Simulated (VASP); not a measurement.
# CrC3 (Pm-3m) in VASP: a series of runs

One crystal, CrC3, is run at these levels: PBE; tasks: single point.

All numbers are computed with VASP 6.6.1; they aren't measurements. Logs are shortened: lines on timing, memory, paths and dates and some standing lists are left out, and cuts for length are marked.

## (1) The cell of the first run

Symmetry: Pm-3m, No. 221, cubic system. Conventional cell: a = 3.602 Å, b = 3.602 Å, c = 3.602 Å, α = 90.00°, β = 90.00°, γ = 90.00°. Cr (site symmetry m-3m) is surrounded by 12 C at 2.55 Å. C (site symmetry 4/mmm) is surrounded by 4 Cr at 2.55 Å and 8 C at 2.55 Å.

The cell was built by a generator and needn't be a form met in nature.

## (2) Single point, PBE, collinear spin, typed start (species swapped into the VPt3 type (Pm-3m, No. 221))

INCAR reads:

```
SYSTEM = CrC3
PREC = Accurate ; ENCUT = 520
EDIFF = 1E-7 ; ISMEAR = 0
SIGMA = 0.1 ; LREAL = .FALSE.
LASPH = .TRUE. ; NELM = 150
ALGO = Normal ; ISIF = 2
LWAVE = .FALSE. ; LCHARG = .TRUE.
ISPIN = 2 ; MAGMOM = 3 0 0 0
LORBIT = 11 ; LMAXMIX = 4
GGA = PE ; LELF = .TRUE.
LVHAR = .TRUE. ; NBANDS = 24
```

KPOINTS reads:

```
Automatic mesh
0
G
  6 6 6
  0 0 0
```

POSCAR reads:

```
CrC3
1.0
    3.6016386500      0.0000000000      0.0000000000
    0.0000000000      3.6016386500      0.0000000000
    0.0000000000      0.0000000000      3.6016386500
Cr C
1 3
Direct
    0.0000000000      0.0000000000      0.0000000000
    0.0000000000      0.5000000000      0.5000000000
    0.5000000000      0.0000000000      0.5000000000
    0.5000000000      0.5000000000      0.0000000000
```

Potentials or basis: VASP PAW PBE potentials, release 64 (Cr_pv, C).

Started as:

```sh
> cat potpaw_PBE.64/Cr_pv/POTCAR potpaw_PBE.64/C/POTCAR > POTCAR
> mpirun -np 1 vasp_std > vasp.out
```

OUTCAR:

```text
SYSTEM = CrC3
   PREC = Accurate
   ENCUT = 520
   EDIFF = 1E-7
   ISMEAR = 0
   LREAL = .FALSE.
   LASPH = .TRUE.
   NELM = 150
   ISIF = 2
   ISPIN = 2
   LORBIT = 11
   GGA = PE

 ion  position               nearest neighbor table
   1  0.000  0.000  0.000-   2 2.55   3 2.55   4 2.55   2 2.55   3 2.55   2 2.55   4 2.55   2 2.55
                             3 2.55   4 2.55   3 2.55   4 2.55
   2  0.000  0.500  0.500-   1 2.55   1 2.55   1 2.55   1 2.55
   3  0.500  0.000  0.500-   1 2.55   1 2.55   1 2.55   1 2.55
   4  0.500  0.500  0.000-   1 2.55   1 2.55   1 2.55   1 2.55

  LATTYP: Found a simple cubic cell.
 ALAT       =     3.6016386500

  Lattice vectors:

 A1 = (   3.6016386500,   0.0000000000,   0.0000000000)
 A2 = (   0.0000000000,   3.6016386500,   0.0000000000)
 A3 = (   0.0000000000,   0.0000000000,   3.6016386500)

Analysis of symmetry for initial positions (statically):
=====================================================================
 Subroutine PRICEL returns:
 Original cell was already a primitive cell.

 Routine SETGRP: Setting up the symmetry group for a
 simple cubic supercell.

 Subroutine GETGRP returns: Found 48 space group operations
 (whereof 48 operations were pure point group operations)
 out of a pool of 48 trial point group operations.

The static configuration has the point symmetry O_h .

Analysis of symmetry for dynamics (positions and initial velocities):
=====================================================================
 Subroutine PRICEL returns:
 Original cell was already a primitive cell.

 Routine SETGRP: Setting up the symmetry group for a
 simple cubic supercell.

 Subroutine GETGRP returns: Found 48 space group operations
 (whereof 48 operations were pure point group operations)
 out of a pool of 48 trial point group operations.

The dynamic configuration has the point symmetry O_h .

Analysis of structural, dynamic, and magnetic symmetry:
=====================================================================
 Subroutine PRICEL returns:
 Original cell was already a primitive cell.

 Routine SETGRP: Setting up the symmetry group for a
 simple cubic supercell.

 Subroutine GETGRP returns: Found 48 space group operations
 (whereof 48 operations were pure point group operations)
 out of a pool of 48 trial point group operations.

The overall configuration has the point symmetry O_h .

 Subroutine INISYM returns: Found 48 space group operations
 (whereof 48 operations are pure point group operations),
 and found     1 'primitive' translations

----------------------------------------------------------------------------------------

                                     Primitive cell

  volume of cell :      46.7197

  direct lattice vectors                    reciprocal lattice vectors
     3.601638650  0.000000000  0.000000000     0.277651396  0.000000000  0.000000000
     0.000000000  3.601638650  0.000000000     0.000000000  0.277651396  0.000000000
     0.000000000  0.000000000  3.601638650     0.000000000  0.000000000  0.277651396

  length of vectors
     3.601638650  3.601638650  3.601638650     0.277651396  0.277651396  0.277651396

  position of ions in fractional coordinates (direct lattice)
     0.000000000  0.000000000  0.000000000
     0.000000000  0.500000000  0.500000000
     0.500000000  0.000000000  0.500000000
     0.500000000  0.500000000  0.000000000

  ion indices of the primitive-cell ions
   primitive index   ion index
                 1           1
                 2           2
                 3           3
                 4           4

----------------------------------------------------------------------------------------

 KPOINTS: Automatic mesh

Automatic generation of k-mesh.
 Grid dimensions read from file:
 generate k-points for:    6    6    6

 Generating k-lattice:

  Cartesian coordinates                     Fractional coordinates (reciprocal lattice)
     0.046275233  0.000000000  0.000000000     0.166666667  0.000000000  0.000000000
     0.000000000  0.046275233  0.000000000     0.000000000  0.166666667  0.000000000
     0.000000000  0.000000000  0.046275233     0.000000000  0.000000000  0.166666667

  Length of vectors
     0.046275233  0.046275233  0.046275233

  Shift w.r.t. Gamma in fractional coordinates (k-lattice)
     0.000000000  0.000000000  0.000000000

 Subroutine IBZKPT returns following result:
 ===========================================

 Found     20 irreducible k-points:

 Following reciprocal coordinates:
            Coordinates               Weight
  0.000000  0.000000  0.000000      1.000000
  0.166667  0.000000  0.000000      6.000000
  0.333333  0.000000  0.000000      6.000000
  0.500000  0.000000  0.000000      3.000000
  0.166667  0.166667  0.000000     12.000000
  0.333333  0.166667  0.000000     24.000000
[... 12 lines left out ...]
  0.500000  0.500000  0.333333      6.000000
  0.500000  0.500000  0.500000      1.000000
   k-points           NKPTS =     20   k-points in BZ     NKDIM =     20   number of bands    NBANDS=     24
   number of dos      NEDOS =    301   number of ions     NIONS =      4
   total plane-waves  NPLWV =  21952
   dimension x,y,z NGX =    28 NGY =   28 NGZ =   28
   dimension x,y,z NGXF=    56 NGYF=   56 NGZF=   56
   ions per type =               1   3
   NGX,Y,Z   is equivalent  to a cutoff of  12.92, 12.92, 12.92 a.u.
   NGXF,Y,Z  is equivalent  to a cutoff of  25.85, 25.85, 25.85 a.u.
 SYSTEM =  CrC3
   PREC   = accura    normal or accurate (medium, high low for compatibility)
   ISTART =      0    job   : 0-new  1-cont  2-samecut
   ICHARG =      2    charge: 1-file 2-atom 10-const
   ISPIN  =      2    spin polarized calculation?
   LNONCOLLINEAR =      F non collinear calculations
   LSORBIT =      F    spin-orbit coupling
   LASPH  =      T    aspherical Exc in radial PAW
   ENCUT  =  520.0 eV  38.22 Ry    6.18 a.u.   6.70  6.70  6.70*2*pi/ulx,y,z
   NELM   =    150;   NELMIN=  2; NELMDL= -5     # of ELM steps
   EDIFF  = 0.1E-06   stopping-criterion for ELM
   LREAL  =      F    real-space projection
   EDIFFG = 0.1E-05   stopping-criterion for IOM
   NSW    =      0    number of steps for IOM
   IBRION =     -1    ionic relax: 0-MD 1-quasi-New 2-CG
   NFREE  =      0    steps in history (QN), initial steepest desc. (CG)
   ISIF   =      2    stress and relaxation
   ISYM   =      2    0-nonsym 1-usesym 2-fastsym
   POTIM  = 0.5000    time-step for ionic-motion
   TEBEG  =    0.0;   TEEND  =   0.0 temperature during run
   PSTRESS=    0.0 pullay stress
   NELECT =      24.0000    total number of electrons
   NUPDOWN=      -1.0000    fix difference up-down
   EMIN   =  10.00;   EMAX   =-10.00  energy-range for DOS
   EFERMI =   0.00;   METHOD = LEGACY
   ISMEAR =     0;   SIGMA  =   0.10  broadening in eV -4-tet -1-fermi 0-gaus
   EFERMI_NEDOS =   21; number of points for ismear=-14 and -15
   IALGO  =     38    algorithm
   IMIX   =      4    mixing-type and parameters
     AMIX     =   0.40;   BMIX     =  1.00
     AMIX_MAG =   1.60;   BMIX_MAG =  1.00
  volume/ion in A,a.u.               =      11.68        78.82
  Fermi-wavevector in a.u.,A,eV,Ry     =   1.311128  2.477673 23.389187  1.719057
  Thomas-Fermi vector in A             =   2.441611
   LORBIT       =     11    0 simple, 1 ext, 2 COOP (PROOUT), +10 PAW based schemes
   GGA     = PE    functional components
   LHFCALC =     F    Hartree Fock is set to
   AEXX    =    0.0000 exact exchange contribution
   IVDW    =     0    specifies the selected vdW correction
   LEPSILON=     F    determine dielectric tensor
   LRPA    =     F    only Hartree local field effects (RPA)
 spin polarized calculation
 Gauss-broadening in eV      SIGMA  =   0.10
  energy-cutoff  :      520.00
  volume of cell :       46.72
 maximum number of plane-waves:      1328
 NGX is ok and might be reduce to    28
   NGX = 13   NGY = 13   NGZ = 13

 number of electron      23.9999992 magnetization       0.4162250

 number of electron      23.9999993 magnetization      -2.7184482

 Free energy of the ion-electron system (eV)
  ---------------------------------------------------
  ext. energy  EPLUGINS =         0.00000000
  ---------------------------------------------------
  free energy    TOTEN  =       -24.44746433 eV

  energy without entropy =      -24.42844809  energy(sigma->0) =      -24.43795621

 E-fermi :   4.7668     XC(G=0): -11.2587

 val. band max:        4.7627348885   @ k =   0.5000   0.0000   0.0000
 cond. band min:       4.7784459836   @ k =   0.5000   0.5000   0.3333
 fundamental gap:      0.0157110951
 Fermi energy:         4.7668418335

 spin component 1

 k-point     1 :       0.0000    0.0000    0.0000
  band No.  band energies     occupation
      1     -36.4396      1.00000
      2     -36.4396      1.00000
      3     -36.4396      1.00000
      4      -8.5464      1.00000
      5      -2.1118      1.00000
      6      -2.1118      1.00000
[... 529 lines left out ...]
     23      20.5485      0.00000
     24      20.5485      0.00000
 Fermi energy:         4.7668418335

 spin component 2

 k-point     1 :       0.0000    0.0000    0.0000
  band No.  band energies     occupation
      1     -39.4759      1.00000
      2     -39.4759      1.00000
      3     -39.4759      1.00000
      4      -8.4973      1.00000
      5      -2.0917      1.00000
      6      -2.0917      1.00000
[... 529 lines left out ...]
     23      19.9216      0.00000
     24      19.9216      0.00000

------------------------ aborting loop because EDIFF is reached ----------------------------------------

  FORCE on cell =-STRESS in cart. coord.  units (eV):
  Direction    XX          YY          ZZ          XY          YZ          ZX
  --------------------------------------------------------------------------------------
  -------------------------------------------------------------------------------------
  Total      -10.0060477    -10.0060477    -10.0060477      0.0000000     -0.0000000      0.0000000
  in kB     -343.1410970   -343.1410970   -343.1410970      0.0000000     -0.0000000      0.0000000
  external PRESSURE =    -343.1410970 kB  Pullay stress =       0.0000000 kB

 VOLUME and BASIS-vectors are now :
 -----------------------------------------------------------------------------
  energy-cutoff  :      520.00
  volume of cell :       46.72
      direct lattice vectors                 reciprocal lattice vectors
     3.601638650  0.000000000  0.000000000     0.277651396  0.000000000  0.000000000
     0.000000000  3.601638650  0.000000000     0.000000000  0.277651396  0.000000000
     0.000000000  0.000000000  3.601638650     0.000000000  0.000000000  0.277651396

 POSITION                                       TOTAL-FORCE (eV/Angst)
 -----------------------------------------------------------------------------------
      0.00000      0.00000      0.00000         0.000000      0.000000      0.000000
      0.00000      1.80082      1.80082         0.000000      0.000000      0.000000
      1.80082      0.00000      1.80082         0.000000      0.000000      0.000000
      1.80082      1.80082      0.00000         0.000000      0.000000      0.000000
 -----------------------------------------------------------------------------------
    total drift:                               -0.000000      0.000000      0.000000

  FREE ENERGIE OF THE ION-ELECTRON SYSTEM (eV)
  ---------------------------------------------------
  free  energy   TOTEN  =       -24.4474643288 eV

  energy  without entropy=      -24.4284480857  energy(sigma->0) =      -24.43795621

 total charge

# of ion       s       p       d       tot
------------------------------------------
    1        0.206   6.149   3.971  10.326
    2        1.018   1.012   0.000   2.030
    3        1.018   1.012   0.000   2.030
    4        1.018   1.012   0.000   2.030
--------------------------------------------------
tot          3.260   9.184   3.971  16.415

 magnetization (x)

# of ion       s       p       d       tot
------------------------------------------
    1       -0.035  -0.014  -2.881  -2.930
    2       -0.004   0.074   0.000   0.069
    3       -0.004   0.074   0.000   0.069
    4       -0.004   0.074   0.000   0.069
--------------------------------------------------
tot         -0.048   0.207  -2.881  -2.723
```

Wall time 51 s (1 thread of Intel Xeon Platinum 8488C (Sapphire Rapids), shared host); peak memory 0.19 GiB.

What came out:

```
Free energy                                           : -24.4475 eV
Pressure                                              : -34.3 GPa
Band gap on the k mesh                                : none (metal or under the smearing width)
Net moment                                            : -2.72 μB per cell
Site moments                                          : Cr -2.93; C +0.07 μB
Valence electrons inside the program's atomic spheres : Cr 10.33; C 2.03
```

Caveat: a pressure of tens of GPa on the cell as given is suspect, and the run, the potentials or the cell itself is likely at fault.

## (3) Single point, PBE, collinear spin, typed start (species swapped into the VPt3 type (Pm-3m, No. 221))

INCAR reads:

```
SYSTEM = CrC3
PREC     = Accurate       ! precision mode
ENCUT    = 520            ! plane-wave cutoff, eV
EDIFF    = 1E-6           ! SCF threshold, eV
ISMEAR   = 0              ! smearing method
SIGMA    = 0.1            ! smearing width, eV
LREAL    = .False.        ! projectors in reciprocal space
LASPH    = .True.         ! aspherical terms in the spheres
NELM     = 150            ! most SCF steps
ALGO     = Fast           ! electronic algorithm
ISIF     = 2              ! what is computed and relaxed
LWAVE    = .False.        ! write WAVECAR
LCHARG   = .False.        ! write CHGCAR
ISPIN    = 2              ! spin polarisation
MAGMOM   = 3 0 0 0        ! initial moments
LORBIT   = 11             ! projections on sites
LMAXMIX  = 4              ! l up to which the mixer works
GGA      = PE             ! functional
NBANDS   = 24             ! bands
```

KPOINTS reads:

```
Automatic mesh
0
Gamma
  6 6 6
  0 0 0
```

POSCAR reads:

```
CrC3
1.0
    3.1138130015      0.0000000000      0.0000000000
    0.0000000000      3.1138130015      0.0000000000
    0.0000000000      0.0000000000      3.1138130015
Cr C
1 3
Direct
    0.0000000000      0.0000000000      0.0000000000
    0.0000000000      0.5000000000      0.5000000000
    0.5000000000      0.0000000000      0.5000000000
    0.5000000000      0.5000000000      0.0000000000
```

Potentials or basis: VASP PAW PBE potentials, release 64 (Cr_pv, C).

Started as:

```sh
> cat potpaw_PBE.64/Cr_pv/POTCAR potpaw_PBE.64/C/POTCAR > POTCAR
> mpirun -np 1 vasp_std > vasp.out
```

Run time: 20 s. Hardware: 1 thread of Intel Xeon Platinum 8488C (Sapphire Rapids), shared host; peak memory 0.16 GiB.

It converged, with:

```yaml
Free_energy: -26.9037 eV
Pressure: -5.1 GPa
Band_gap_on_the_k_mesh: none (metal or under the smearing width)
Net_moment: 0.00 μB per cell
Valence_electrons_inside_the_program's_atomic_spheres: Cr 11.00; C 2.19
```

Levels at points of the mesh, in eV from the Fermi level:
Spin up:
```tsv
k point	band 9	band 10	band 11	band 12	band 13	band 14	band 15	band 16
(0.00, 0.00, 0.00)	-5.69	-0.65	-0.65	-0.65	1.09	1.09	1.35	1.35
(0.50, 0.00, 0.00)	-4.91	-1.37	-1.37	-0.62	-0.52	1.00	1.59	1.59
(0.50, 0.50, 0.00)	-4.16	-1.46	-0.81	-0.29	0.55	0.55	0.55	1.87
(0.50, 0.50, 0.50)	-6.81	-6.81	0.21	0.21	1.69	1.69	1.69	5.49
```
Spin down:
| k point | band 10 | band 11 | band 12 | band 13 | band 14 | band 15 |
| --- | --- | --- | --- | --- | --- | --- |
| (0.00, 0.00, 0.00) | -0.65 | -0.65 | -0.65 | 1.10 | 1.10 | 1.35 |
| (0.50, 0.00, 0.00) | -1.37 | -1.37 | -0.62 | -0.51 | 1.00 | 1.59 |
| (0.50, 0.50, 0.00) | -1.46 | -0.81 | -0.29 | 0.55 | 0.55 | 0.55 |
| (0.50, 0.50, 0.50) | -6.81 | 0.21 | 0.21 | 1.69 | 1.69 | 1.69 |

Caveat: the starting moments collapsed, and a magnetic state may lie lower.
